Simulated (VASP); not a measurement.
```
O2Si
1.0
    4.18319     0.00000     0.00000
    0.00000     4.18319     0.00000
    0.00000     0.00000     2.67333
Si O
2 4
Cartesian
  0.00000   0.00000   0.00000
  2.09160   2.09160   1.33666
  1.28006   1.28006   0.00000
  3.37165   0.81154   1.33666
  0.81154   3.37165   1.33666
  2.90314   2.90314   0.00000
```

Level of theory: r2SCAN meta-GGA, VASP's PBE PAW potentials (set 64) (plane waves; VASP). Numerical set-up: PREC = Normal, EDIFF = 1E-5, 450 eV cut-off, 7×7×11 Γ-centred mesh, Gaussian smearing of 0.050 eV, potentials Si O.

At this cut-off the stress carries a Pulay error, which pulls relaxed volumes low.

Q: Estimate the energy per atom (σ→0), pressure, band gap (on the k-mesh) with the smallest direct gap where there is one.

A: 
The band gap (on the k-mesh) is 6.48 eV, the smallest direct gap (on the k-mesh) comes out as 6.48 eV and the energy per atom (σ→0) is -9.802 eV/atom. The pressure comes out as -1.36 GPa.

The absolute energy has meaning only against runs of the same code, potentials and settings.

The compound is SiO2 in the rutile structure, stishovite, a high-pressure form. It was relaxed first.
